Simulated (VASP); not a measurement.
A convergence study with VASP on ZnO (wurtzite): one setting is varied, all else stays as given below, so the limit is that of these other settings.

```
CELL_PARAMETERS angstrom
      1.62500    -2.81458     0.00000
      1.62500     2.81458     0.00000
      0.00000     0.00000     5.21000
ATOMIC_POSITIONS crystal
  Zn 0.66667 0.33333 0.50000
  Zn 0.33333 0.66667 0.00000
  O  0.66667 0.33333 0.88200
  O  0.33333 0.66667 0.38200
```

The numbers are results of PBEsol GGA, VASP's PBE PAW potentials (set 64) (plane waves; VASP), not measurements. The tightest run used: 700 eV cut-off, 13×13×7 Monkhorst-Pack mesh, Gaussian smearing of 0.050 eV, potentials Zn O.

```json
[
 {"setting": "1×1×1 mesh", "E (eV/atom)": "-2.1629", "pressure (GPa)": "31.54", "irreducible k-points": "1"},
 {"setting": "2×2×1 mesh", "E (eV/atom)": "-4.9854", "pressure (GPa)": "-3.01", "irreducible k-points": "2"},
 {"setting": "3×3×2 mesh", "E (eV/atom)": "-4.8297", "pressure (GPa)": "-0.45", "irreducible k-points": "3"},
 {"setting": "4×4×2 mesh", "E (eV/atom)": "-4.8565", "pressure (GPa)": "-0.81", "irreducible k-points": "6"}
]
```

### Question
These are the cheaper rows. Estimate the results at 13×13×7 mesh, and how far the last row shown lies from them.

### Answer

```
quantity        tightest run  last row shown is off by
--------------  ------------  ------------------------
E (eV/atom)          -4.8547                   -0.0018
pressure (GPa)         -0.82                      0.01
```

Left out are rungs that failed or repeat a setting and relaxations that didn't move; long series are thinned to 24 rows.

The compound is ZnO in the wurtzite structure. The cell was not relaxed at this level.
